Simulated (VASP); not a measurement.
Computed with vdW-DF2, VASP's PBE PAW potentials (set 64) (plane waves; VASP).

VASP ran on this input.

### INCAR
```
AGGAC = 0.0
ALGO = Normal
EDIFF = 1E-6
EDIFFG = -0.01
ENCUT = 520
GGA = ML
IBRION = 2
ISIF = 3
ISMEAR = 1
LASPH = T
LCHARG = F
LMAXMIX = 6
LREAL = F
LUSE_VDW = T
LWAVE = F
NELM = 100
NSW = 60
PREC = Accurate
SIGMA = 0.1
SYSTEM = CuAu
ZAB_VDW = -1.8867
```

File KPOINTS:
```
Automatic mesh
0
Gamma
12 12 9
0 0 0
```

File POSCAR:
```
CuAu
1.0
  2.8000000000   0.0000000000   0.0000000000
  0.0000000000   2.8000000000   0.0000000000
  0.0000000000   0.0000000000   3.6700000000
Cu Au
1 1
Cartesian
  0.0000000000   0.0000000000   0.0000000000
  1.4000000000   1.4000000000   1.8350000000
```

POTCAR, in this order: Cu Au (PBE.64 set). Program: vasp_std.

Output

File OUTCAR:
```
 ion  position               nearest neighbor table
   1  0.000  0.000  0.000-   2 2.70   2 2.70   2 2.70   2 2.70   2 2.70   2 2.70   2 2.70   2 2.70
  LATTYP: Found a simple tetragonal cell.
 ALAT       =     2.8000000000
 C/A-ratio  =     1.3107142857
 Subroutine PRICEL returns:
 Original cell was already a primitive cell.
 Subroutine GETGRP returns: Found 16 space group operations
The static configuration has the point symmetry D_4h.
The dynamic configuration has the point symmetry D_4h.
 Subroutine INISYM returns: Found 16 space group operations
 Subroutine IBZKPT returns following result:
 Found    140 irreducible k-points:

 Following reciprocal coordinates:
            Coordinates               Weight
  0.000000  0.000000  0.000000      1.000000
  0.083333  0.000000  0.000000      4.000000
  0.166667  0.000000  0.000000      4.000000
  0.250000  0.000000  0.000000      4.000000
  0.333333  0.000000  0.000000      4.000000
  0.416667  0.000000  0.000000      4.000000
  0.500000  0.000000  0.000000      2.000000
  0.083333  0.083333  0.000000      4.000000
  0.166667  0.083333  0.000000      8.000000
...
```

OSZICAR:
```
...
DAV:   9    -0.412270966233E+00    0.77675E-04   -0.81662E-04  5166   0.955E-01    0.177E-02
DAV:  10    -0.412274501359E+00   -0.35351E-05   -0.43174E-05  6108   0.104E-01    0.827E-03
DAV:  11    -0.412273763626E+00    0.73773E-06   -0.38005E-06  4326   0.594E-02
   2 F= -.41227376E+00 E0= -.41222604E+00  d E =-.168841E+00
       N       E                     dE             d eps       ncg     rms          rms(c)
DAV:   1    -0.787084917464E+01   -0.74586E+01   -0.10279E+02  4248   0.180E+02    0.237E+01
DAV:   2    -0.721842390092E+01    0.65243E+00   -0.11504E+02  4272   0.295E+02    0.136E+01
DAV:   3    -0.723066879670E+00    0.64954E+01   -0.20857E+01  5215   0.108E+02    0.310E+00
DAV:   4    -0.573891267695E+00    0.14918E+00   -0.13619E+00  5553   0.423E+01    0.206E+00
DAV:   5    -0.565423289331E+00    0.84680E-02   -0.16483E-01  5818   0.126E+01    0.780E-01
DAV:   6    -0.555864165817E+00    0.95591E-02   -0.53579E-02  4324   0.756E+00    0.174E-01
DAV:   7    -0.556273846311E+00   -0.40968E-03   -0.28798E-03  6586   0.928E-01    0.139E-01
DAV:   8    -0.556030374942E+00    0.24347E-03   -0.14438E-03  4365   0.117E+00    0.230E-02
DAV:   9    -0.556030942019E+00   -0.56708E-06   -0.63285E-05  5964   0.170E-01    0.831E-03
DAV:  10    -0.556030602048E+00    0.33997E-06   -0.38633E-06  4688   0.615E-02
   3 F= -.55603060E+00 E0= -.55584429E+00  d E =-.312598E+00
       N       E                     dE             d eps       ncg     rms          rms(c)
DAV:   1    -0.559872902971E+00   -0.38420E-02   -0.59013E-02  4312   0.494E+00    0.470E-01
DAV:   2    -0.557673854335E+00    0.21990E-02   -0.33718E-02  4208   0.544E+00    0.264E-01
DAV:   3    -0.556201584853E+00    0.14723E-02   -0.12145E-02  4348   0.410E+00    0.148E-01
DAV:   4    -0.556055814471E+00    0.14577E-03   -0.54104E-04  5547   0.704E-01    0.794E-02
DAV:   5    -0.556030911803E+00    0.24903E-04   -0.14286E-04  6221   0.362E-01    0.229E-02
DAV:   6    -0.556025082066E+00    0.58297E-05   -0.28490E-05  6339   0.135E-01    0.155E-03
DAV:   7    -0.556024990457E+00    0.91609E-07   -0.74436E-07  2303   0.916E-03
   4 F= -.55602499E+00 E0= -.55584389E+00  d E =-.312592E+00
       N       E                     dE             d eps       ncg     rms          rms(c)
DAV:   1    -0.565226861370E+00   -0.92018E-02   -0.36556E-01  4501   0.573E+00    0.542E-01
DAV:   2    -0.560733696104E+00    0.44932E-02   -0.47209E-03  6065   0.141E+00    0.317E-01
DAV:   3    -0.558671078425E+00    0.20626E-02   -0.30092E-03  6119   0.147E+00    0.110E-01
DAV:   4    -0.558519547296E+00    0.15153E-03   -0.12139E-03  4845   0.120E+00    0.423E-02
DAV:   5    -0.558512029271E+00    0.75180E-05   -0.75234E-05  6080   0.258E-01    0.248E-02
DAV:   6    -0.558512824042E+00   -0.79477E-06   -0.66821E-06  5701   0.413E-02
   5 F= -.55851282E+00 E0= -.55826155E+00  d E =-.248783E-02
       N       E                     dE             d eps       ncg     rms          rms(c)
DAV:   1    -0.623535902926E+00   -0.65024E-01   -0.33291E+00  4508   0.173E+01    0.163E+00
DAV:   2    -0.583419341280E+00    0.40117E-01   -0.41240E-02  6179   0.387E+00    0.950E-01
DAV:   3    -0.564010787492E+00    0.19409E-01   -0.21036E-02  6204   0.334E+00    0.220E-01
DAV:   4    -0.563685850927E+00    0.32494E-03   -0.60413E-03  4996   0.261E+00    0.138E-01
DAV:   5    -0.563548201190E+00    0.13765E-03   -0.80400E-04  5147   0.974E-01    0.751E-02
DAV:   6    -0.563557152660E+00   -0.89515E-05   -0.62792E-05  5714   0.933E-02    0.669E-03
DAV:   7    -0.563556094425E+00    0.10582E-05   -0.41028E-06  4513   0.522E-02    0.451E-03
DAV:   8    -0.563556334405E+00   -0.23998E-06   -0.73371E-07  2276   0.105E-02
   6 F= -.56355633E+00 E0= -.56354323E+00  d E =-.753134E-02
       N       E                     dE             d eps       ncg     rms          rms(c)
DAV:   1    -0.806479847567E+00   -0.24292E+00   -0.13750E+01  4508   0.351E+01    0.332E+00
DAV:   2    -0.643879746893E+00    0.16260E+00   -0.17837E-01  5987   0.683E+00    0.191E+00
DAV:   3    -0.568669604761E+00    0.75210E-01   -0.10044E-01  6182   0.871E+00    0.609E-01
DAV:   4    -0.564156827020E+00    0.45128E-02   -0.41133E-02  4619   0.687E+00    0.274E-01
DAV:   5    -0.563766666218E+00    0.39016E-03   -0.31667E-03  5360   0.180E+00    0.152E-01
DAV:   6    -0.563797976003E+00   -0.31310E-04   -0.30982E-04  6374   0.350E-01    0.333E-02
DAV:   7    -0.563785868846E+00    0.12107E-04   -0.51572E-05  6376   0.246E-01    0.504E-03
DAV:   8    -0.563786043297E+00   -0.17445E-06   -0.43350E-06  4565   0.241E-02
   7 F= -.56378604E+00 E0= -.56390856E+00  d E =-.776105E-02
       N       E                     dE             d eps       ncg     rms          rms(c)
DAV:   1    -0.635306703910E+00   -0.71521E-01   -0.37291E+00  4579   0.185E+01    0.176E+00
DAV:   2    -0.587349173283E+00    0.47958E-01   -0.55931E-02  5831   0.442E+00    0.100E+00
DAV:   3    -0.568616365202E+00    0.18733E-01   -0.40329E-02  5914   0.624E+00    0.498E-01
DAV:   4    -0.564923142312E+00    0.36932E-02   -0.19253E-02  4696   0.518E+00    0.128E-01
DAV:   5    -0.564900163861E+00    0.22978E-04   -0.11624E-03  6122   0.645E-01    0.788E-02
DAV:   6    -0.564912932551E+00   -0.12769E-04   -0.12024E-04  6309   0.279E-01    0.306E-02
DAV:   7    -0.564903019393E+00    0.99132E-05   -0.27876E-05  6448   0.162E-01    0.891E-03
DAV:   8    -0.564902232383E+00    0.78701E-06   -0.52634E-06  5672   0.488E-02
   8 F= -.56490223E+00 E0= -.56494584E+00  d E =-.887724E-02
       N       E                     dE             d eps       ncg     rms          rms(c)
DAV:   1    -0.568355100330E+00   -0.34521E-02   -0.18671E-01  4592   0.410E+00    0.389E-01
DAV:   2    -0.566053083595E+00    0.23020E-02   -0.25131E-03  5914   0.886E-01    0.223E-01
DAV:   3    -0.565068442429E+00    0.98464E-03   -0.15603E-03  6168   0.114E+00    0.862E-02
DAV:   4    -0.564968196144E+00    0.10025E-03   -0.70889E-04  4662   0.943E-01    0.308E-02
DAV:   5    -0.564964034065E+00    0.41621E-05   -0.48842E-05  5698   0.193E-01    0.172E-02
DAV:   6    -0.564964188775E+00   -0.15471E-06   -0.39057E-06  4660   0.428E-02
   9 F= -.56496419E+00 E0= -.56500003E+00  d E =-.893920E-02
       N       E                     dE             d eps       ncg     rms          rms(c)
DAV:   1    -0.618840388513E+00   -0.53876E-01   -0.87665E-01  4336   0.192E+01    0.174E+00
DAV:   2    -0.585035596549E+00    0.33805E-01   -0.44157E-01  4207   0.204E+01    0.922E-01
DAV:   3    -0.567870138869E+00    0.17165E-01   -0.15984E-01  4256   0.139E+01    0.582E-01
DAV:   4    -0.565264506013E+00    0.26056E-02   -0.80922E-03  5369   0.302E+00    0.310E-01
DAV:   5    -0.564747877430E+00    0.51663E-03   -0.24887E-03  5984   0.165E+00    0.910E-02
DAV:   6    -0.564668847740E+00    0.79030E-04   -0.50203E-04  6412   0.649E-01    0.890E-03
DAV:   7    -0.564671414368E+00   -0.25666E-05   -0.18088E-05  6274   0.614E-02    0.707E-03
DAV:   8    -0.564671556001E+00   -0.14163E-06   -0.17782E-06  2787   0.371E-02
  10 F= -.56467156E+00 E0= -.56475222E+00  d E =0.292633E-03
       N       E                     dE             d eps       ncg     rms          rms(c)
DAV:   1    -0.584347360442E+00   -0.19676E-01   -0.29893E-01  4304   0.111E+01    0.106E+00
DAV:   2    -0.574293536175E+00    0.10054E-01   -0.17941E-01  4207   0.127E+01    0.613E-01
DAV:   3    -0.565916866658E+00    0.83767E-02   -0.62756E-02  4270   0.983E+00    0.299E-01
DAV:   4    -0.565358748661E+00    0.55812E-03   -0.26054E-03  5846   0.140E+00    0.174E-01
DAV:   5    -0.565228852350E+00    0.12990E-03   -0.73498E-04  6314   0.830E-01    0.530E-02
DAV:   6    -0.565195564725E+00    0.33288E-04   -0.16541E-04  6331   0.344E-01    0.446E-03
DAV:   7    -0.565195690643E+00   -0.12592E-06   -0.64423E-06  4711   0.240E-02
  11 F= -.56519569E+00 E0= -.56525141E+00  d E =-.231502E-03
```

File OUTCAR:
```
------------------------ aborting loop because EDIFF is reached ----------------------------------------
  FORCE on cell =-STRESS in cart. coord.  units (eV):
  Direction    XX          YY          ZZ          XY          YZ          ZX
  --------------------------------------------------------------------------------------
  Total        0.0047865      0.0047865     -0.0024220      0.0000000      0.0000000      0.0000000
  in kB        0.2273606      0.2273606     -0.1150463      0.0000000      0.0000000      0.0000000
  external PRESSURE =       0.1132250 kB  Pullay stress =       0.0000000 kB
  volume of cell :       33.73
      direct lattice vectors                 reciprocal lattice vectors
     3.034673165 -0.000000000  0.000000000     0.329524778  0.000000000  0.000000000
    -0.000000000  3.034673165 -0.000000000     0.000000000  0.329524778 -0.000000000
    -0.000000000  0.000000000  3.662607604    -0.000000000  0.000000000  0.273029521
 POSITION                                       TOTAL-FORCE (eV/Angst)
 -----------------------------------------------------------------------------------
     -0.00000      0.00000      3.66261        -0.000000      0.000000      0.000000
      1.51734      1.51734      1.83130         0.000000     -0.000000      0.000000
 -----------------------------------------------------------------------------------
    total drift:                                0.000000      0.000000     -0.000000
  FREE ENERGIE OF THE ION-ELECTRON SYSTEM (eV)
  ---------------------------------------------------
  free  energy   TOTEN  =        -0.5651956906 eV

  energy  without entropy=       -0.5653628460  energy(sigma->0) =       -0.56525141

 reached required accuracy - stopping structural energy minimisation
```
(Selected blocks of OUTCAR.)

### CONTCAR
```
CuAu
   1.00000000000000
     3.0346731646178631   -0.0000000000000000    0.0000000000000000
    -0.0000000000000000    3.0346731646178631   -0.0000000000000000
    -0.0000000000000000    0.0000000000000000    3.6626076038091746
  Cu              Au
     1     1
Direct
     0.0000000000000000    0.0000000000000000    1.0000000000000000
     0.5000000000000000    0.5000000000000000    0.5000000000000000
```

Energy and stress use the plane-wave basis of the starting cell.

The compound is CuAu in the L1_0 structure. This run relaxes it. Symmetry was kept, so distortions that lower it aren't found.
